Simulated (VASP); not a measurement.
All values below come from revPBE GGA, VASP's PBE PAW potentials (set 64) (plane waves; VASP).

VASP ran on this input.

KPOINTS:
```
Automatic mesh
0
gamma
  8 8 8
0 0 0
```

### INCAR
```
SYSTEM = GdN
PREC = Accurate
ENCUT = 520
EDIFF = 1E-6
NELM = 100
ALGO = Normal
LREAL = .FALSE.
LASPH = .TRUE.
ISMEAR = 0
SIGMA = 0.05
GGA = RE
LMAXMIX = 6
LWAVE = .FALSE.
LCHARG = .FALSE.
ISIF = 2
```

### POSCAR
```
GdN
1.0
  0.0000000000   2.4784340000   2.5299830000
  2.5289030000   0.0000000000   2.5299830000
  2.5289030000   2.4784340000   0.0000000000
Gd N
1 1
Direct
  0.0000000000   0.0000000000   0.0000000000
  0.4885390000   0.5114610000   0.5114610000
```

POTCAR, in this order: Gd_3 N (PBE.64 set). Program: vasp_std.

Output of the run:

### OUTCAR
```
 ion  position               nearest neighbor table
   1  0.000  0.000  0.000-   2 2.47   2 2.48   2 2.48   2 2.53   2 2.53   2 2.59
   2  0.489  0.511  0.511-   1 2.47   1 2.48   1 2.48   1 2.53   1 2.53   1 2.59
  LATTYP: Found a face centered orthorhombic cell.
 ALAT       =     4.9568680000
 B/A-ratio  =     1.0203632616
 C/A-ratio  =     1.0207990207
 Subroutine PRICEL returns:
 Original cell was already a primitive cell.
 Subroutine GETGRP returns: Found  4 space group operations
The static configuration has the point symmetry C_2v.
The dynamic configuration has the point symmetry C_2v.
 Subroutine INISYM returns: Found  4 space group operations
 Subroutine IBZKPT returns following result:
 Found     95 irreducible k-points:

 Following reciprocal coordinates:
            Coordinates               Weight
  0.000000  0.000000  0.000000      1.000000
  0.125000  0.000000  0.000000      8.000000
  0.250000  0.000000  0.000000      8.000000
  0.375000  0.000000  0.000000      8.000000
  0.500000  0.000000  0.000000      4.000000
  0.125000  0.125000  0.000000      2.000000
  0.250000  0.125000  0.000000      8.000000
  0.375000  0.125000  0.000000      8.000000
  0.500000  0.125000  0.000000      8.000000
 -0.375000  0.125000  0.000000      8.000000
 -0.250000  0.125000  0.000000      8.000000
 -0.125000  0.125000  0.000000      4.000000
  0.250000  0.250000  0.000000      2.000000
  0.375000  0.250000  0.000000      8.000000
  0.500000  0.250000  0.000000      8.000000
 -0.375000  0.250000  0.000000      8.000000
 -0.250000  0.250000  0.000000      4.000000
  0.375000  0.375000  0.000000      2.000000
  0.500000  0.375000 -0.000000      8.000000
 -0.375000  0.375000  0.000000      4.000000
  0.500000  0.500000  0.000000      1.000000
  0.125000  0.000000  0.125000      2.000000
...
```

File OSZICAR:
```
       N       E                     dE             d eps       ncg     rms          rms(c)
DAV:   1     0.448295105555E+02    0.44830E+02   -0.67784E+03  2090   0.117E+03
DAV:   2    -0.148124320617E+02   -0.59642E+02   -0.55770E+02  2887   0.235E+02
DAV:   3    -0.176935790044E+02   -0.28811E+01   -0.28143E+01  2749   0.420E+01
DAV:   4    -0.177353949776E+02   -0.41816E-01   -0.41732E-01  2636   0.459E+00
DAV:   5    -0.177361078698E+02   -0.71289E-03   -0.71277E-03  2813   0.498E-01    0.256E+01
DAV:   6    -0.156271637711E+02    0.21089E+01   -0.18952E+01  2429   0.261E+01    0.236E+01
DAV:   7    -0.154386153590E+02    0.18855E+00   -0.14354E+00  2416   0.787E+00    0.163E+01
DAV:   8    -0.154475542599E+02   -0.89389E-02   -0.12826E-01  2315   0.385E+00    0.588E+00
DAV:   9    -0.154422876600E+02    0.52666E-02   -0.19540E-02  2561   0.113E+00    0.665E-01
DAV:  10    -0.154427036773E+02   -0.41602E-03   -0.74150E-04  2834   0.264E-01    0.456E-01
DAV:  11    -0.154427059440E+02   -0.22668E-05   -0.16927E-04  2653   0.101E-01    0.258E-02
DAV:  12    -0.154427083058E+02   -0.23617E-05   -0.10659E-05  2644   0.301E-02    0.155E-02
DAV:  13    -0.154427079773E+02    0.32852E-06   -0.29166E-06  2416   0.111E-02
   1 F= -.15442708E+02 E0= -.15442665E+02  d E =-.853274E-04
```

### OUTCAR
```
------------------------ aborting loop because EDIFF is reached ----------------------------------------
  FORCE on cell =-STRESS in cart. coord.  units (eV):
  Direction    XX          YY          ZZ          XY          YZ          ZX
  --------------------------------------------------------------------------------------
  Total       -0.4617928      0.2790786     -0.5916338      0.0000000      0.0000000      0.0000000
  in kB      -23.3292401     14.0987315    -29.8886593      0.0000000      0.0000000      0.0000000
  external PRESSURE =     -13.0397226 kB  Pullay stress =       0.0000000 kB
  volume of cell :       31.71
      direct lattice vectors                 reciprocal lattice vectors
     0.000000000  2.478434000  2.529983000    -0.197714187  0.201740292  0.197629786
     2.528903000  0.000000000  2.529983000     0.197714187 -0.201740292  0.197629786
     2.528903000  2.478434000  0.000000000     0.197714187  0.201740292 -0.197629786
 POSITION                                       TOTAL-FORCE (eV/Angst)
 -----------------------------------------------------------------------------------
      0.00000      0.00000      0.00000        -0.020354      0.000000      0.000000
      2.58687      2.47843      2.52998         0.020354      0.000000      0.000000
 -----------------------------------------------------------------------------------
    total drift:                                0.000018      0.000000      0.000000
  FREE ENERGIE OF THE ION-ELECTRON SYSTEM (eV)
  ---------------------------------------------------
  free  energy   TOTEN  =       -15.4427079773 eV

  energy  without entropy=      -15.4426226498  energy(sigma->0) =      -15.44266531
```
(Selected blocks of OUTCAR.)

The 4f electrons are frozen in the core of the lanthanide potential, so 4f levels, which can set the real gap, and their magnetism are missing.

The compound is GdN in the rock salt structure. The cell was not relaxed at this level, atoms are displaced from their ideal sites. The run is one of a series of settings (GGA = RE against the base run), some of them coarse on purpose.
